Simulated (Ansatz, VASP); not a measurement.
GeB2C3 in VASP and in Ansatz

```
CELL_PARAMETERS angstrom
2.58632 0.00000 0.00000
0.00000 2.58632 0.00000
0.00000 0.00000 7.94601
ATOMIC_POSITIONS crystal
Ge 0.50000 0.50000 0.00000
B 0.50000 0.50000 0.27216
B 0.50000 0.50000 0.72784
C 0.00000 0.00000 0.66967
C 0.00000 0.00000 0.33033
C 0.00000 0.00000 0.50000
```

Change from the starting cell: species swapped into the Li3Tl2Cd type (P4/mmm, No. 123).

Alike in both runs: functional PBE; k mesh 14 × 14 × 6; occupations gaussian, width 0.1 eV; no spin polarisation.

Ansatz relaxed the structure, and its values are those at the end. VASP's run is a single point on that final structure, the one shown.

|  | VASP | Ansatz |
| --- | --- | --- |
| version | VASP 6.6.1 | Ansatz 0.2.0 |
| potentials or method | VASP PAW PBE potentials, release 64 (Ge_d, B, C) | scalar-relativistic, plane waves, PAW |
| plane-wave cutoff (eV) | 520 | 420 |
| valence electrons in the cell | 32 | 32 |

VASP gave:

- gap on the k mesh at the Fermi level (eV): none
- pressure (GPa): 0.1
- rms of the force components (eV/Å): 0.014

Question: Which values does Ansatz return?

Answer: gap on the k mesh at the Fermi level (eV): none; pressure (GPa): 0.0; rms of the force components (eV/Å): 0.001.

A gap of «none» marks a metal or a gap that the smearing closes.
